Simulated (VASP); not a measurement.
Level of theory: revTPSS meta-GGA, VASP's PBE PAW potentials (set 64) (plane waves; VASP).

VASP input:

File KPOINTS:
```
K-points
0
G
11 11 9
```

POSCAR:
```
MgB2
1.0
  1.5070761064  -2.6103319059   0.0000000000
  1.5070761064   2.6103319059   0.0000000000
  0.0000000000   0.0000000000   3.4090425446
Mg B
1 2
direct
  0.0000000000   0.0000000000   0.0000000000
  0.3333330000   0.6666670000   0.5000000000
  0.6666670000   0.3333330000   0.5000000000
```

**INCAR**
```
SYSTEM = MgB2
PREC = Accurate
ENCUT = 520
EDIFF = 1E-7
NELM = 100
ALGO = Normal
LREAL = .FALSE.
LASPH = .TRUE.
ISMEAR = 1
SIGMA = 0.1
METAGGA = RTPSS
LMIXTAU = .TRUE.
LWAVE = .FALSE.
LCHARG = .FALSE.
ISIF = 4
IBRION = 2
NSW = 30
EDIFFG = -0.01
```

POTCAR, in this order: Mg B (PBE.64 set). Program: vasp_std.

Q: Predict the energy per atom (σ→0), pressure, band gap (on the k-mesh).

A: 
energy per atom (σ→0): -6.366 eV/atom
band gap (on the k-mesh): none (metal, semimetal or under 0.01 eV)
pressure: 10.41 GPa

OSZICAR:
```
...
DAV:  16    -0.190990280735E+02   -0.10466E-04   -0.10045E-06  1944   0.146E-02    0.233E-02
DAV:  17    -0.190990440654E+02   -0.15992E-04   -0.11354E-06  1448   0.151E-02    0.194E-02
DAV:  18    -0.190990542390E+02   -0.10174E-04   -0.12114E-06  1440   0.161E-02    0.128E-02
DAV:  19    -0.190990580679E+02   -0.38289E-05   -0.66512E-07  1736   0.800E-03    0.981E-03
DAV:  20    -0.190990598637E+02   -0.17958E-05   -0.73183E-07  1624   0.947E-03    0.505E-03
DAV:  21    -0.190990617379E+02   -0.18742E-05   -0.10621E-06  1648   0.102E-02    0.914E-04
DAV:  22    -0.190990617021E+02    0.35719E-07   -0.26655E-08   784   0.230E-03
   1 F= -.19099062E+02 E0= -.19099153E+02  d E =-.190991E+02
```

The compound is MgB2 in the AlB2 type structure. This cell is one point of a volume scan, at 0.94 of the reference volume.
